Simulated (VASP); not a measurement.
Method: PBE GGA with D4 dispersion, VASP's PBE PAW potentials (set 64) (plane waves; VASP).

VASP input:

### INCAR
```
ALGO = Normal
EDIFF = 1E-7
ENCUT = 520
GGA = PE
ISIF = 2
ISMEAR = -5
ISPIN = 2
IVDW = 13
LASPH = .True.
LCHARG = .True.
LEFG = .True.
LMAXMIX = 4
LORBIT = 11
LREAL = .False.
LWAVE = .False.
MAGMOM = 1.3 -1.3 2*0.0
NEDOS = 601
NELM = 100
PREC = Accurate
SYSTEM = NiO
```

File POSCAR:
```
NiO
8.3208010
  0.5000000179   0.2498144602   0.2498144602
  0.2498144602   0.5000000179   0.2498144602
  0.2498144602   0.2498144602   0.5000000179
Ni O
2 2
Cart
  0.0000000000   0.0000000000   0.0000000000
  0.4998144691   0.4998144691   0.4998144691
  0.2499072346   0.2499072346   0.2499072346
  0.7497217037   0.7497217037   0.7497217037
```

### KPOINTS
```
Regular mesh
0
G
 10 10 10
0 0 0
```

POTCAR, in this order: Ni O (PBE.64 set). Program: vasp_std.

What VASP printed:

### OUTCAR
```
 ion  position               nearest neighbor table
   1  0.000  0.000  0.000-   4 2.08   4 2.08   4 2.08   3 2.08   3 2.08   3 2.08   2 2.94   2 2.94
                             2 2.94   2 2.94   2 2.94   2 2.94
   2  0.500  0.500  0.500-   3 2.08   3 2.08   3 2.08   4 2.08   4 2.08   4 2.08   1 2.94   1 2.94
                             1 2.94   1 2.94   1 2.94   1 2.94
   3  0.250  0.250  0.250-   1 2.08   1 2.08   1 2.08   2 2.08   2 2.08   2 2.08
   4  0.750  0.750  0.750-   2 2.08   2 2.08   2 2.08   1 2.08   1 2.08   1 2.08
  LATTYP: Found a trigonal (rhomboedric) cell.
 ALAT       =     5.0941690691
 COS(alpha) =     0.8330032443
 Subroutine PRICEL returns following result:
  LATTYP: Found a trigonal (rhomboedric) cell.
 ALAT       =     2.9418479167
 COS(alpha) =     0.4992576673
 Subroutine GETGRP returns: Found 12 space group operations
The static configuration has the point symmetry D_3d.
The dynamic configuration has the point symmetry D_3d.
The overall configuration has the point symmetry D_3d.
 Subroutine INISYM returns: Found 12 space group operations
 Subroutine IBZKPT returns following result:
 Found    116 irreducible k-points:

 Following reciprocal coordinates:
            Coordinates               Weight
  0.000000  0.000000  0.000000      1.000000
...
```

File OSZICAR:
```
       N       E                     dE             d eps       ncg     rms          rms(c)
DAV:   1     0.257605839744E+03    0.25761E+03   -0.15881E+04  9464   0.211E+03
DAV:   2     0.315542961022E+01   -0.25445E+03   -0.23805E+03  9560   0.410E+02
DAV:   3    -0.265859385620E+02   -0.29741E+02   -0.28204E+02 10720   0.158E+02
DAV:   4    -0.275445963250E+02   -0.95866E+00   -0.95218E+00 10300   0.304E+01
DAV:   5    -0.275714522348E+02   -0.26856E-01   -0.26869E-01 11192   0.477E+00    0.207E+01
DAV:   6    -0.247547958235E+02    0.28167E+01   -0.43455E+01 13988   0.109E+02    0.214E+01
DAV:   7    -0.233462025816E+02    0.14086E+01   -0.71001E+00 11932   0.805E+01    0.957E+00
DAV:   8    -0.235392210132E+02   -0.19302E+00   -0.20566E+00 10508   0.127E+01    0.624E+00
DAV:   9    -0.234565688300E+02    0.82652E-01   -0.19303E-01 15016   0.123E+01    0.173E+00
DAV:  10    -0.234755019116E+02   -0.18933E-01   -0.75448E-02 13192   0.421E+00    0.856E-01
DAV:  11    -0.234756262149E+02   -0.12430E-03   -0.16404E-02 14792   0.366E+00    0.153E-01
DAV:  12    -0.234760119609E+02   -0.38575E-03   -0.38021E-03  9580   0.545E-01    0.115E-01
DAV:  13    -0.234759390111E+02    0.72950E-04   -0.39015E-04 13560   0.208E-01    0.501E-02
DAV:  14    -0.234759510487E+02   -0.12038E-04   -0.10636E-04 11296   0.220E-01    0.342E-02
DAV:  15    -0.234759501251E+02    0.92360E-06   -0.20867E-05 12392   0.840E-02    0.916E-03
DAV:  16    -0.234759499537E+02    0.17142E-06   -0.31563E-06 13556   0.243E-02    0.245E-03
DAV:  17    -0.234759498681E+02    0.85550E-07   -0.16637E-07  6716   0.604E-03
   1 F= -.24732413E+02 E0= -.24732413E+02  d E =0.000000E+00  mag=     0.0000
```

OUTCAR:
```
------------------------ aborting loop because EDIFF is reached ----------------------------------------
  Edisp (eV):   -1.25646
  FORCE on cell =-STRESS in cart. coord.  units (eV):
  Direction    XX          YY          ZZ          XY          YZ          ZX
  --------------------------------------------------------------------------------------
  Total       0.00518     0.00518     0.00518    -0.04432    -0.04432    -0.04432
  in kB       0.23003     0.23003     0.23003    -1.96995    -1.96995    -1.96995
  external pressure =        0.23 kB  Pullay stress =        0.00 kB
  volume of cell :       36.05
      direct lattice vectors                 reciprocal lattice vectors
     4.160400649  2.078656410  2.078656410     0.360319387 -0.120047019 -0.120047019
     2.078656410  4.160400649  2.078656410    -0.120047019  0.360319387 -0.120047019
     2.078656410  2.078656410  4.160400649    -0.120047019 -0.120047019  0.360319387
 POSITION                                       TOTAL-FORCE (eV/Angst)
 -----------------------------------------------------------------------------------
      0.00000      0.00000      0.00000         0.000000     -0.000000      0.000000
      4.15886      4.15886      4.15886         0.000000     -0.000000      0.000000
      2.07943      2.07943      2.07943        -0.000000      0.000000     -0.000000
      6.23829      6.23829      6.23829         0.000000      0.000000     -0.000000
 -----------------------------------------------------------------------------------
    total drift:                                0.000000     -0.000000     -0.000000
  FREE ENERGIE OF THE ION-ELECTRON SYSTEM (eV)
  ---------------------------------------------------
  free  energy   TOTEN  =       -24.7324131213 eV

  energy  without entropy=      -24.7324131213  energy(sigma->0) =      -24.73241312

 total charge

# of ion       s       p       d       tot
------------------------------------------
    1        0.333   0.410   8.273   9.016
    2        0.333   0.410   8.273   9.016
    3        1.562   3.416   0.000   4.978
    4        1.562   3.416   0.000   4.978
--------------------------------------------------
tot          3.790   7.652  16.545  27.988

 magnetization (x)

# of ion       s       p       d       tot
------------------------------------------
    1       -0.010  -0.014   1.361   1.337
    2        0.010   0.014  -1.361  -1.337
    3        0.000   0.000   0.000   0.000
    4        0.000   0.000   0.000   0.000
--------------------------------------------------
tot          0.000   0.000  -0.000  -0.000

 Electric field gradients after diagonalization (V/A^2)
 (convention: |V_zz| > |V_xx| > |V_yy|)
----------------------------------------------------------------------
 ion       V_xx      V_yy      V_zz     asymmetry (V_yy - V_xx)/ V_zz
----------------------------------------------------------------------
   1      -0.850    -0.850     1.699       0.000
   2      -0.850    -0.850     1.699       0.000
   3       1.609     1.609    -3.219       0.000
   4       1.609     1.609    -3.219       0.000
```
(Selected blocks of OUTCAR.)

File OUTCAR:
```
 val. band max:        7.5198673979   @ k =   0.3000   0.3000   0.1000

 cond. band min:       8.4476790707   @ k =   0.5000   0.3000   0.3000


 Fermi energy:         7.5467816084

 spin component 1

 k-point     1 :       0.0000    0.0000    0.0000
  band No.  band energies     occupation
      1     -12.2595      1.00000
      2     -10.8327      1.00000
      3      -0.1053      1.00000
      4       2.5057      1.00000
      5       2.5058      1.00000
      6       5.1876      1.00000
      7       5.1876      1.00000
      8       5.2027      1.00000
      9       5.6456      1.00000
     10       5.6456      1.00000
     11       5.7367      1.00000
     12       5.9755      1.00000
     13       5.9756      1.00000
     14       6.9092      1.00000
     15       6.9094      1.00000
     16       7.1950      1.00000
     17       9.5966      0.00000
     18       9.5969      0.00000
     19       9.7989      0.00000
     20      13.7370      0.00000

 k-point     2 :       0.1000   -0.0000   -0.0000
  band No.  band energies     occupation
      1     -12.1531      1.00000
      2     -10.8159      1.00000
      3       0.0726      1.00000
      4       2.4478      1.00000
      5       2.5352      1.00000
      6       4.1575      1.00000
      7       4.7347      1.00000
      8       4.7415      1.00000
      9       5.6882      1.00000
     10       5.9560      1.00000
     11       5.9800      1.00000
     12       6.0938      1.00000
     13       6.4588      1.00000
     14       6.9542      1.00000
     15       6.9952      1.00000
     16       7.1779      1.00000
     17       9.2476      0.00000
     18       9.5298      0.00000
     19      10.4729      0.00000
     20      14.3617      0.00000

 k-point     3 :       0.2000   -0.0000   -0.0000
  band No.  band energies     occupation
      1     -11.8616      1.00000
      2     -10.7697      1.00000
      3       0.5483      1.00000
...
```

The compound is NiO in the rock salt, AFM-II order structure. It was relaxed first.
